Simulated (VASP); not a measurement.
# MgSiC2 (R-3m) in VASP: reference runs

Reference runs on MgSiC2: the cell as given.

All numbers are computed with VASP 6.6.1; they aren't measurements. Logs are shortened: lines on timing, memory, paths and dates and some standing lists are left out, and cuts for length are marked.

**1. The crystal as given**

Symmetry: R-3m, No. 166, trigonal system. Conventional cell: a = 2.986 Å, b = 2.986 Å, c = 15.587 Å, α = 90.00°, β = 90.00°, γ = 120.00°. Around Mg (site symmetry -3m) lie 6 C at 2.30 Å. Si (site symmetry -3m) has 6 C at 2.03 Å as nearest neighbours. C (site symmetry 3m) is surrounded by 3 Si at 2.03 Å and 3 Mg at 2.30 Å.

The cell was built by a generator and needn't be a form met in nature.

**2. Single point, PBE**

The input, INCAR:

```
SYSTEM = MgSiC2
PREC = Accurate
ENCUT = 520
EDIFF = 1E-7
ISMEAR = -1
SIGMA = 0.05
LREAL = .FALSE.
LASPH = .TRUE.
NELM = 100
ALGO = Normal
ISIF = 2
LWAVE = .FALSE.
LCHARG = .FALSE.
GGA = PE
NBANDS = 15
```

The input, KPOINTS:

```
regular mesh
0
G
  10 10 10
  0 0 0
```

The input, POSCAR:

```
MgSiC2
1.0
    1.4931800000      0.8620900000      5.1955100000
   -1.4931800000      0.8620900000      5.1955100000
    0.0000000000     -1.7241700000      5.1955100000
Mg Si C
1 1 2
Direct
    0.5000000000      0.5000000000      0.5000000000
    0.0000000000      0.0000000000      0.0000000000
    0.2647600000      0.2647600000      0.2647600000
    0.7352400000      0.7352400000      0.7352400000
```

Potentials or basis: VASP PAW PBE potentials, release 64 (Mg, Si, C).

The run is started by

```sh
$ cat potpaw_PBE.64/Mg/POTCAR potpaw_PBE.64/Si/POTCAR potpaw_PBE.64/C/POTCAR > POTCAR
$ mpirun -np 1 vasp_std > vasp.out
```

OUTCAR:

```text
SYSTEM = MgSiC2
   PREC = Accurate
   ENCUT = 520
   EDIFF = 1E-7
   ISMEAR = -1
   LREAL = .FALSE.
   LASPH = .TRUE.
   NELM = 100
   ISIF = 2
   GGA = PE

 ion  position               nearest neighbor table
   1  0.500  0.500  0.500-   3 2.30   4 2.30   3 2.30   3 2.30   4 2.30   4 2.30   2 3.12   2 3.12
                             2 3.12   2 3.12   2 3.12   2 3.12
   2  0.000  0.000  0.000-   4 2.03   3 2.03   4 2.03   4 2.03   3 2.03   3 2.03   1 3.12   1 3.12
                             1 3.12   1 3.12   1 3.12   1 3.12
   3  0.265  0.265  0.265-   2 2.03   2 2.03   2 2.03   1 2.30   1 2.30   1 2.30
   4  0.735  0.735  0.735-   2 2.03   2 2.03   2 2.03   1 2.30   1 2.30   1 2.30

  LATTYP: Found a trigonal (rhomboedric) cell.
 ALAT       =     5.4741309667
 COS(alpha) =     0.8511927958

  Lattice vectors:

 A1 = (   1.4931800000,   0.8620900000,   5.1955100000)
 A2 = (  -1.4931800000,   0.8620900000,   5.1955100000)
 A3 = (   0.0000000000,  -1.7241700000,   5.1955100000)

Analysis of symmetry for initial positions (statically):
=====================================================================
 Subroutine PRICEL returns:
 Original cell was already a primitive cell.

 Routine SETGRP: Setting up the symmetry group for a
 trigonal (rhombohedral) supercell.

 Subroutine GETGRP returns: Found 12 space group operations
 (whereof 12 operations were pure point group operations)
 out of a pool of 12 trial point group operations.

The static configuration has the point symmetry D_3d.

Analysis of symmetry for dynamics (positions and initial velocities):
=====================================================================
 Subroutine PRICEL returns:
 Original cell was already a primitive cell.

 Routine SETGRP: Setting up the symmetry group for a
 trigonal (rhombohedral) supercell.

 Subroutine GETGRP returns: Found 12 space group operations
 (whereof 12 operations were pure point group operations)
 out of a pool of 12 trial point group operations.

The dynamic configuration has the point symmetry D_3d.

 Subroutine INISYM returns: Found 12 space group operations
 (whereof 12 operations are pure point group operations),
 and found     1 'primitive' translations

----------------------------------------------------------------------------------------

                                     Primitive cell

  volume of cell :      40.1275

  direct lattice vectors                    reciprocal lattice vectors
     1.493180000  0.862090000  5.195510000     0.334855811  0.193329364  0.064157838
    -1.493180000  0.862090000  5.195510000    -0.334855811  0.193329364  0.064157838
     0.000000000 -1.724170000  5.195510000     0.000000000 -0.386658727  0.064158210

  length of vectors
     5.474130967  5.474130967  5.474128821     0.391945003  0.391945003  0.391945465

  position of ions in fractional coordinates (direct lattice)
     0.500000000  0.500000000  0.500000000
     0.000000000  0.000000000  0.000000000
     0.264760000  0.264760000  0.264760000
     0.735240000  0.735240000  0.735240000

  ion indices of the primitive-cell ions
   primitive index   ion index
                 1           1
                 2           2
                 3           3
                 4           4

----------------------------------------------------------------------------------------

 KPOINTS: regular mesh

Automatic generation of k-mesh.
 Grid dimensions read from file:
 generate k-points for:   10   10   10

 Generating k-lattice:

  Cartesian coordinates                     Fractional coordinates (reciprocal lattice)
     0.033485581  0.019332936  0.006415784     0.100000000  0.000000000 -0.000000000
    -0.033485581  0.019332936  0.006415784     0.000000000  0.100000000 -0.000000000
     0.000000000 -0.038665873  0.006415821    -0.000000000 -0.000000000  0.100000000

  Length of vectors
     0.039194500  0.039194500  0.039194546

  Shift w.r.t. Gamma in fractional coordinates (k-lattice)
     0.000000000  0.000000000  0.000000000

 Subroutine IBZKPT returns following result:
 ===========================================

 Found    116 irreducible k-points:

 Following reciprocal coordinates:
            Coordinates               Weight
  0.000000  0.000000  0.000000      1.000000
  0.100000 -0.000000  0.000000      6.000000
  0.200000 -0.000000  0.000000      6.000000
  0.300000 -0.000000  0.000000      6.000000
  0.400000 -0.000000 -0.000000      6.000000
  0.500000 -0.000000 -0.000000      3.000000
[... 16 lines left out ...]
  0.300000  0.300000 -0.000000      6.000000
  0.400000  0.300000 -0.000000     12.000000
 [... further k-points ...]
   k-points           NKPTS =    116   k-points in BZ     NKDIM =    116   number of bands    NBANDS=     15
   number of dos      NEDOS =    301   number of ions     NIONS =      4
   total plane-waves  NPLWV =  74088
   dimension x,y,z NGX =    42 NGY =   42 NGZ =   42
   dimension x,y,z NGXF=    84 NGYF=   84 NGZF=   84
   ions per type =               1   1   2
   NGX,Y,Z   is equivalent  to a cutoff of  12.76, 12.76, 12.76 a.u.
   NGXF,Y,Z  is equivalent  to a cutoff of  25.51, 25.51, 25.51 a.u.
 SYSTEM =  MgSiC2
   PREC   = accura    normal or accurate (medium, high low for compatibility)
   ISTART =      0    job   : 0-new  1-cont  2-samecut
   ICHARG =      2    charge: 1-file 2-atom 10-const
   ISPIN  =      1    spin polarized calculation?
   LNONCOLLINEAR =      F non collinear calculations
   LSORBIT =      F    spin-orbit coupling
   LASPH  =      T    aspherical Exc in radial PAW
   ENCUT  =  520.0 eV  38.22 Ry    6.18 a.u.  10.18 10.18 10.18*2*pi/ulx,y,z
   NELM   =    100;   NELMIN=  2; NELMDL= -5     # of ELM steps
   EDIFF  = 0.1E-06   stopping-criterion for ELM
   LREAL  =      F    real-space projection
   EDIFFG = 0.1E-05   stopping-criterion for IOM
   NSW    =      0    number of steps for IOM
   IBRION =     -1    ionic relax: 0-MD 1-quasi-New 2-CG
   NFREE  =      0    steps in history (QN), initial steepest desc. (CG)
   ISIF   =      2    stress and relaxation
   ISYM   =      2    0-nonsym 1-usesym 2-fastsym
   POTIM  = 0.5000    time-step for ionic-motion
   TEBEG  =    0.0;   TEEND  =   0.0 temperature during run
   PSTRESS=    0.0 pullay stress
   NELECT =      14.0000    total number of electrons
   NUPDOWN=      -1.0000    fix difference up-down
   EMIN   =  10.00;   EMAX   =-10.00  energy-range for DOS
   EFERMI =   0.00;   METHOD = LEGACY
   ISMEAR =    -1;   SIGMA  =   0.05  broadening in eV -4-tet -1-fermi 0-gaus
   EFERMI_NEDOS =   21; number of points for ismear=-14 and -15
   IALGO  =     38    algorithm
   IMIX   =      4    mixing-type and parameters
     AMIX     =   0.40;   BMIX     =  1.00
     AMIX_MAG =   1.60;   BMIX_MAG =  1.00
  volume/ion in A,a.u.               =      10.03        67.70
  Fermi-wavevector in a.u.,A,eV,Ry     =   1.152489  2.177888 18.071668  1.328230
  Thomas-Fermi vector in A             =   2.289139
   LORBIT       =      0    0 simple, 1 ext, 2 COOP (PROOUT), +10 PAW based schemes
   GGA     = PE    functional components
[... 5 lines left out ...]
 non-spin polarized calculation
  energy-cutoff  :      520.00
  volume of cell :       40.13
 maximum number of plane-waves:      1111
 NGX is ok and might be reduce to    42
   NGX = 21   NGY = 21   NGZ = 21

 number of electron      14.0000000 magnetization

 Free energy of the ion-electron system (eV)
  ---------------------------------------------------
  ext. energy  EPLUGINS =         0.00000000
  ---------------------------------------------------
  free energy    TOTEN  =       -22.52601891 eV

  energy without entropy =      -22.50782089  energy(sigma->0) =      -22.51691990

 E-fermi :   7.0634     XC(G=0): -11.3949

 val. band max:        7.0612837333   @ k =   0.5000   0.2000   0.1000
 cond. band min:       7.0675827790   @ k =  -0.4000   0.5000   0.1000
 fundamental gap:      0.0062990457
 Fermi energy:         7.0633642834

 k-point     1 :       0.0000    0.0000    0.0000
  band No.  band energies     occupation
      1      -8.3727      2.00000
      2      -3.7982      2.00000
      3       0.2779      2.00000
      4       7.2608      0.03783
      5       7.2608      0.03782
      6       7.9687      0.00000
      7       7.9687      0.00000
      8       8.1387      0.00000
      9      13.7287      0.00000
     10      13.9971      0.00000
     11      15.3276      0.00000
     12      15.4557      0.00000
     13      15.4557      0.00000
     14      18.3634      0.00000
     15      18.3635      0.00000

 k-point     2 :       0.1000   -0.0000    0.0000
  band No.  band energies     occupation
      1      -8.1778      2.00000
      2      -3.6648      2.00000
      3       0.4905      2.00000
      4       6.0432      2.00000
      5       6.7784      1.99333
      6       7.4346      0.00119
      7       8.0678      0.00000
      8       8.1232      0.00000
      9      14.0252      0.00000
     10      14.2001      0.00000
     11      14.8042      0.00000
     12      15.8347      0.00000
     13      16.5150      0.00000
     14      17.6361      0.00000
     15      18.8093      0.00000

 k-point     3 :       0.2000   -0.0000    0.0000
  band No.  band energies     occupation
      1      -7.5981      2.00000
      2      -3.2818      2.00000
      3       1.1041      2.00000
      4       3.8434      2.00000
      5       5.9956      2.00000
      6       6.0230      2.00000
      7       7.8182      0.00000
      8       7.9207      0.00000
      9      12.9381      0.00000
     10      14.6365      0.00000
     11      15.4337      0.00000
     12      16.8400      0.00000
     13      16.9050      0.00000
     14      18.0910      0.00000
     15      18.7170      0.00000

 k-point     4 :       0.3000   -0.0000    0.0000
  band No.  band energies     occupation
      1      -6.6513      2.00000
      2      -2.7561      2.00000
      3       1.5843      2.00000
      4       2.1108      2.00000
      5       4.3509      2.00000
      6       5.3166      2.00000
      7       7.1846      0.16269
      8       7.5890      0.00005
      9      11.8389      0.00000
     10      14.9584      0.00000
     11      15.2050      0.00000
     12      15.9119      0.00000
     13      17.8544      0.00000
     14      18.2371      0.00000
     15      20.1357      0.00000
[... 307 lines left out ...]
 k-point    22 :      -0.2000    0.2000    0.0000
  band No.  band energies     occupation
      1      -6.1193      2.00000
      2      -2.3871      2.00000
      3       2.0231      2.00000
      4       2.1269      2.00000
      5       2.3250      2.00000
      6       5.3400      2.00000
      7       5.4766      2.00000
      8       7.8530      0.00000
      9      13.2837      0.00000
     10      15.1069      0.00000
     11      15.9436      0.00000
     12      16.6692      0.00000
     13      17.4191      0.00000
     14      17.4689      0.00000
     15      18.7823      0.00000

 k-point    23 :       0.3000    0.3000   -0.0000
  band No.  band energies     occupation
      1      -6.6030      2.00000
      2      -2.9389      2.00000
      3       1.5330      2.00000
      4       2.3924      2.00000
      5       4.3565      2.00000
      6       5.2306      2.00000
      7       7.4213      0.00155
      8       7.7858      0.00000
      9      11.6999      0.00000
     10      13.4682      0.00000
     11      15.3513      0.00000
     12      16.3989      0.00000
     13      17.2430      0.00000
     14      19.2304      0.00000
     15      20.3281      0.00000

 k-point    24 :       0.4000    0.3000   -0.0000
  band No.  band energies     occupation
      1      -5.8583      2.00000
      2      -2.6380      2.00000
      3       0.7572      2.00000
      4       2.2589      2.00000
      5       3.8488      2.00000
      6       4.6752      2.00000
      7       6.9490      1.81564
      8       7.4745      0.00054
      9      11.9058      0.00000
     10      13.4619      0.00000
     11      14.5816      0.00000
     12      16.3180      0.00000
     13      16.8007      0.00000
     14      19.1849      0.00000
     15      20.0185      0.00000

 [... further k-points ...]

------------------------ aborting loop because EDIFF is reached ----------------------------------------

  FORCE on cell =-STRESS in cart. coord.  units (eV):
  Direction    XX          YY          ZZ          XY          YZ          ZX
  --------------------------------------------------------------------------------------
  -------------------------------------------------------------------------------------
  Total       -0.0898330     -0.0898327     -0.0054889      0.0000000     -0.0000000     -0.0000000
  in kB       -3.5867734     -3.5867634     -0.2191546      0.0000000     -0.0000001     -0.0000000
  external PRESSURE =      -2.4642305 kB  Pullay stress =       0.0000000 kB

 VOLUME and BASIS-vectors are now :
 -----------------------------------------------------------------------------
  energy-cutoff  :      520.00
  volume of cell :       40.13
      direct lattice vectors                 reciprocal lattice vectors
     1.493180000  0.862090000  5.195510000     0.334855811  0.193329364  0.064157838
    -1.493180000  0.862090000  5.195510000    -0.334855811  0.193329364  0.064157838
     0.000000000 -1.724170000  5.195510000     0.000000000 -0.386658727  0.064158210

 POSITION                                       TOTAL-FORCE (eV/Angst)
 -----------------------------------------------------------------------------------
      0.00000      0.00001      7.79326         0.000000      0.000000      0.000000
      0.00000      0.00000      0.00000        -0.000000     -0.000000      0.000000
      0.00000      0.00000      4.12669        -0.000000     -0.000000     -0.037213
      0.00000      0.00001     11.45984        -0.000000      0.000000      0.037213
 -----------------------------------------------------------------------------------
    total drift:                                0.000000     -0.000000      0.000000

  FREE ENERGIE OF THE ION-ELECTRON SYSTEM (eV)
  ---------------------------------------------------
  free  energy   TOTEN  =       -22.5260189111 eV

  energy  without entropy=      -22.5078208859  energy(sigma->0) =      -22.51691990
```

It took 70 s on 1 thread of Intel Xeon 6975P-C (Granite Rapids), shared host; peak memory 0.3 GiB.

What came out:

| Property | Result |
| --- | --- |
| Free energy | -22.5260 eV |
| Pressure | -0.2 GPa |
| Largest force | 0.037 eV/Å |
| Band gap on the k mesh | none (metal or under the smearing width) |

Forces in eV/Å, atoms in the order of the input:
```
Mg   0.000  0.000  0.000
Si   0.000  0.000  0.000
C    0.000  0.000 -0.037
C    0.000  0.000  0.037
```

Levels at points of the mesh, in eV from the Fermi level:
```csv
k point,band 5,band 6,band 7,band 8,band 9,band 10
"(0.00, 0.00, 0.00)",0.20,0.91,0.91,1.08,6.67,6.93
"(0.50, 0.00, 0.00)",-2.43,-2.34,-1.91,0.14,3.77,6.99
"(0.50, 0.50, 0.00)",-2.44,-1.81,-0.01,0.39,3.15,5.02
"(0.50, 0.50, 0.50)",0.34,0.34,0.73,0.73,6.99,7.37
```
